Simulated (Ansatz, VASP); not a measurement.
## Two plane-wave programs on TlCd2Se2

```
CELL_PARAMETERS angstrom
0.00000 4.18214 0.00000
4.18214 0.00000 0.00000
2.09107 2.09107 -7.40691
ATOMIC_POSITIONS crystal
Tl 0.00000 0.00000 0.00000
Cd 0.75000 0.25000 0.50000
Cd 0.25000 0.75000 0.50000
Se 0.36000 0.36000 0.28000
Se 0.64000 0.64000 0.72000
```

The cell was built by a generator and needn't be a form met in nature.

Alike in both runs: task single point; functional PBE; k mesh 5 × 5 × 5; occupations gaussian, width 0.0206 eV; no spin polarisation.

|  | VASP | Ansatz |
| --- | --- | --- |
| version | VASP 6.6.1 | Ansatz 0.2.0 |
| potentials or method | VASP PAW PBE potentials, release 64 (Tl_d, Cd, Se) | PAW plane waves |
| plane-wave cutoff (eV) | 520 | 420 |
| valence electrons in the cell | 49 | 85 |

Ansatz gave:

- gap on the k mesh at the Fermi level (eV): none
- pressure (GPa): 8.3
- largest component of the traceless stress (GPa): 1.79
- rms of the force components (eV/Å): 0.580

Question: Which values does VASP return?

Answer: gap on the k mesh at the Fermi level (eV): none; pressure (GPa): 8.7; largest component of the traceless stress (GPa): 1.82; rms of the force components (eV/Å): 0.613.

Atom by atom the forces differ by 0.032 eV/Å (rms over components). A gap of «none» marks a metal or a gap that the smearing closes. The two sets of potentials don't hold the same shells in valence.

Caveats: forces of over 1 eV/Å show positions far from the minimum, so gaps and moduli don't describe the material at rest. The runs have no spin-orbit coupling, so splittings on Tl are missing.
